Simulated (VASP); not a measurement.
All values below come from LDA (Ceperley-Alder, Perdew-Zunger), VASP's LDA PAW potentials (set 64) (plane waves; VASP).

A VASP calculation is set up with these files.

File POSCAR:
```
CuZn
1.0
  2.7799686835   0.0000000000   0.0000000000
  0.0000000000   2.7799686835   0.0000000000
  0.0000000000   0.0000000000   2.7799686835
Zn Cu
1 1
Direct
  0.5000000000   0.5000000000   0.5000000000
  0.0000000000   0.0000000000   0.0000000000
```

### INCAR
```
SYSTEM = CuZn
PREC = Accurate; ENCUT = 500; LREAL = .FALSE.
LASPH = .TRUE.
EDIFF = 1E-6; NELM = 100; ALGO = Normal
LMAXMIX = 4
ISMEAR = 1; SIGMA = 0.1
IBRION = 2; NSW = 40; ISIF = 3
EDIFFG = -0.02; PSTRESS = 200
LWAVE = .FALSE.; LCHARG = .FALSE.
```

File KPOINTS:
```
Automatic
0
gamma
 13 13 13
0 0 0
```

POTCAR, in this order: Zn Cu (LDA.64 set). Program: vasp_std.

### Question
Predict the energy per atom (σ→0), pressure, band gap (on the k-mesh).

### Answer

```
Quantity                                                     Value
------------------------  ----------------------------------------
energy per atom (σ→0)                               -3.330 eV/atom
band gap (on the k-mesh)  none (metal, semimetal or under 0.01 eV)
pressure                                                 19.75 GPa
```

OSZICAR:
```
...
DAV:   7    -0.668733228999E+01    0.78954E+00   -0.38534E+00  2768   0.118E+02    0.323E+00
DAV:   8    -0.667386776032E+01    0.13465E-01   -0.16174E-01  2682   0.582E+00    0.161E+00
DAV:   9    -0.666061063721E+01    0.13257E-01   -0.15825E-02  3611   0.307E+00    0.153E-01
DAV:  10    -0.666050291377E+01    0.10772E-03   -0.11407E-03  4030   0.917E-01    0.407E-02
DAV:  11    -0.666050042041E+01    0.24934E-05   -0.12636E-04  3350   0.424E-01    0.108E-02
DAV:  12    -0.666049993337E+01    0.48704E-06   -0.14036E-05  3356   0.118E-01    0.376E-03
DAV:  13    -0.666049988756E+01    0.45802E-07   -0.51171E-07  1491   0.185E-02
   1 F= -.39786212E+01 E0= -.39787276E+01  d E =-.397862E+01
```

The compound is CuZn in the CsCl type structure. It was relaxed first under an external pressure of 20 GPa. The electron count is odd and the run is not spin-polarised, which forces a metal.
